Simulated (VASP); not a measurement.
Method: PBE GGA, VASP's PBE PAW potentials (set 64) (plane waves; VASP).

A VASP calculation is set up with these files.

### INCAR
```
! general
SYSTEM   = CdS
PREC     = Accurate
ENCUT    = 400
LREAL    = .FALSE.
LASPH    = .TRUE.

! electronic loop
EDIFF    = 1E-8
NELM     = 100
ALGO     = Normal
LMAXMIX  = 4

! smearing
ISMEAR   = 0
SIGMA    = 0.01

! functional
GGA      = PE

! output
LWAVE    = .FALSE.
LCHARG   = .FALSE.

! other
LEPSILON = .TRUE.
```

### KPOINTS
```
Regular mesh
0
gamma
  8 8 8
```

**POSCAR**
```
CdS
1
    0.0000000000     2.9605175066     2.9605175066
    2.9605175066     0.0000000000     2.9605175066
    2.9605175066     2.9605175066     0.0000000000
Cd S
1 1
Direct
  0.0000000000   0.0000000000   0.0000000000
  0.2500000000   0.2500000000   0.2500000000
```

POTCAR, in this order: Cd S (PBE.64 set). Program: vasp_std.

Output of the run:

### OUTCAR
```


 HEAD OF MICROSCOPIC STATIC DIELECTRIC TENSOR (INDEPENDENT PARTICLE, excluding Hartree and local field effects)
 ------------------------------------------------------
           7.009541     0.000000     0.000000
           0.000000     7.009541     0.000000
          -0.000000    -0.000000     7.009541
 ------------------------------------------------------

 MACROSCOPIC STATIC DIELECTRIC TENSOR (including local field effects in DFT)
 ------------------------------------------------------
           6.690281    -0.000000     0.000000
           0.000000     6.690281     0.000000
          -0.000000     0.000000     6.690281
 ------------------------------------------------------

 PIEZOELECTRIC TENSOR (including local field effects)  for field in x, y, z        (e  Angst)
          XX          YY          ZZ          XY          YZ          ZX
  --------------------------------------------------------------------------------
  x    -0.00000     0.00000     0.00000     0.00000    -2.12080     0.00000
  y     0.00000     0.00000    -0.00000     0.00000     0.00000    -2.12080
  z     0.00000     0.00000    -0.00000    -2.12080     0.00000     0.00000

 PIEZOELECTRIC TENSOR (including local field effects)  for field in x, y, z        (C/m^2)
          XX          YY          ZZ          XY          YZ          ZX
  --------------------------------------------------------------------------------
  x    -0.00000     0.00000     0.00000     0.00000    -0.65475     0.00000
  y     0.00000     0.00000    -0.00000     0.00000     0.00000    -0.65475
  z     0.00000     0.00000    -0.00000    -0.65475     0.00000     0.00000

 BORN EFFECTIVE CHARGES (including local field effects) (in |e|, cummulative output)
 ---------------------------------------------------------------------------------
 ion    1
    1     2.26247     0.00000     0.00000
    2     0.00000     2.26247     0.00000
    3     0.00000     0.00000     2.26247
 ion    2
    1    -2.26247     0.00000     0.00000
    2     0.00000    -2.26247     0.00000
    3     0.00000     0.00000    -2.26247
```
(Selected blocks of OUTCAR.)

File OUTCAR:
```
 val. band max:        0.9411913430   @ k =   0.0000   0.0000   0.0000

 cond. band min:       1.9889824294   @ k =   0.0000   0.0000   0.0000


 Fermi energy:         0.9933096168

 k-point     1 :       0.0000    0.0000    0.0000
  band No.  band energies     occupation
      1     -11.1644      2.00000
      2      -6.6341      2.00000
      3      -6.6341      2.00000
      4      -6.6341      2.00000
      5      -6.2133      2.00000
      6      -6.2133      2.00000
      7       0.9412      2.00000
      8       0.9412      2.00000
      9       0.9412      2.00000
     10       1.9890      0.00000
     11       7.4908      0.00000
     12       7.4908      0.00000
     13       7.4908      0.00000

 k-point     2 :       0.1250    0.0000    0.0000
  band No.  band energies     occupation
      1     -11.1082      2.00000
      2      -6.6141      2.00000
      3      -6.6141      2.00000
      4      -6.5823      2.00000
      5      -6.2139      2.00000
      6      -6.2139      2.00000
      7      -0.0565      2.00000
      8       0.8296      2.00000
      9       0.8296      2.00000
     10       2.8249      0.00000
     11       7.2207      0.00000
     12       7.6787      0.00000
     13       7.6787      0.00000

 k-point     3 :       0.2500    0.0000    0.0000
  band No.  band energies     occupation
      1     -10.9719      2.00000
      2      -6.5710      2.00000
      3      -6.5710      2.00000
      4      -6.4023      2.00000
      5      -6.2090      2.00000
      6      -6.2090      2.00000
      7      -1.4492      2.00000
      8       0.5775      2.00000
      9       0.5775      2.00000
     10       3.6237      0.00000
     11       7.1887      0.00000
     12       7.9709      0.00000
     13       7.9709      0.00000

 k-point     4 :       0.3750    0.0000    0.0000
  band No.  band energies     occupation
      1     -10.8358      2.00000
      2      -6.5376      2.00000
      3      -6.5376      2.00000
...
```

The dielectric response may not be converged in the k-mesh; for small gaps it tends to come out too large.

The compound is CdS in the zinc blende structure, a metastable form; wurtzite is the usual one. It was relaxed first, which changed the volume by +5 %.
